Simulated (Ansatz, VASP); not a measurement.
## One calculation of GaIr4, two programs

```
Ga Ir
1.0
    -2.78916    2.78916    2.78916
     2.78916   -2.78916    2.78916
     2.78916    2.78916   -2.78916
Ga Ir
1 4
Cartesian
  0.0000 0.0000 0.0000
  1.3949 -1.3949 1.3949
  1.3943 1.3943 1.3943
  1.3949 1.3949 -1.3949
  -1.3949 1.3949 1.3949
```

Change from the starting cell: species swapped into the GeF4 type (I-43m, No. 217).

Alike in both runs: functional PBE; k mesh 4 × 4 × 4; occupations gaussian, width 0.1 eV; no spin polarisation.

Ansatz relaxed the structure, and its values are those at the end. VASP's run is a single point on that final structure, the one shown.

```csv
,VASP,Ansatz
version,VASP 6.6.1,Ansatz 0.2.0
potentials or method,"VASP PAW PBE potentials, release 64 (Ga_d, Ir)","scalar-relativistic, plane waves, PAW"
plane-wave cutoff (eV),520,420
valence electrons in the cell,49,81
```

|  | VASP | Ansatz | Ansatz less VASP |
| --- | --- | --- | --- |
| gap on the k mesh at the Fermi level (eV) | none | none | - |
| pressure (GPa) | 0.6 | 0.1 | -0.49 |
| rms of the force components (eV/Å) | 0.005 | 0.005 | -0.0001 |

A gap of «none» marks a metal or a gap that the smearing closes. The two sets of potentials don't hold the same shells in valence.

Caveats: the k mesh is coarse (spacing up to 0.40 Å⁻¹), so the values aren't converged. The runs have no spin-orbit coupling, so splittings on Ir are missing.
